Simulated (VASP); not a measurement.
Write the native input for VASP 6.6.1 that does the following.

```
Task                   : relaxation of cell and atoms
Functional             : LDA
Potentials or basis    : VASP PAW LDA potentials, release 64 (B, As)
Cutoff                 : 600 eV
k mesh                 : 10 × 10 × 10
Occupations            : gaussian, width 0.02 eV
Spin                   : no spin polarisation
Dipole correction      : no
Further INCAR settings : ALGO = Fast; EDIFF = 1e-06; IBRION = 2; EDIFFG = -0.005; NSW = 100; ISIF = 3
```

The structure of BAs lies in POSCAR:

```
BAs
1.0
    0.0000000000      2.3885000000      2.3885000000
    2.3885000000      0.0000000000      2.3885000000
    2.3885000000      2.3885000000      0.0000000000
B As
1 1
Direct
    0.0000000000      0.0000000000      0.0000000000
    0.7500000000      0.7500000000      0.7500000000
```

The input as run:

INCAR

```
PREC     = Accurate       # precision mode
ENCUT    = 600            # plane-wave cutoff, eV
EDIFF    = 1E-6           # SCF threshold, eV
ISMEAR   = 0              # smearing method
SIGMA    = 0.02           # smearing width, eV
LREAL    = False          # projectors in reciprocal space
LASPH    = True           # aspherical terms in the spheres
NELM     = 100            # most SCF steps
ALGO     = Fast           # electronic algorithm
ISIF     = 3              # what is computed and relaxed
LWAVE    = False          # write WAVECAR
LCHARG   = False          # write CHGCAR
GGA      = CA             # functional
IBRION   = 2              # ionic algorithm
NSW      = 100            # ionic steps
EDIFFG   = -0.005         # ionic threshold
```

KPOINTS

```
regular mesh
0
Gamma
  10 10 10
```

Potentials or basis: VASP PAW LDA potentials, release 64 (B, As).

Launch:

```console
$ cat potpaw_LDA.64/B/POTCAR potpaw_LDA.64/As/POTCAR > POTCAR
$ mpirun -np 1 vasp_std > vasp.out
```

It gave:

```json
{"Relaxed volume": "13.33 Å³/atom", "Relaxed cell": "a = 3.353 Å, b = 3.353 Å, c = 3.353 Å, α = 60.00°, β = 60.00°, γ = 60.00°", "Space group after relaxing (to 0.05 Å)": "F-43m (No. 216)", "Energy gained by relaxing": "2.9 meV/atom", "Ionic steps": "3", "Pressure after relaxing": "0.0 GPa", "Band gap on the k mesh": "1.10 eV, indirect (least direct gap 3.28 eV)"}
```

Wall time 15 s on 1 thread of Intel(R) Xeon(R) Platinum 8488C (Sapphire Rapids), with other jobs on the host, peak memory 0.15 GiB.
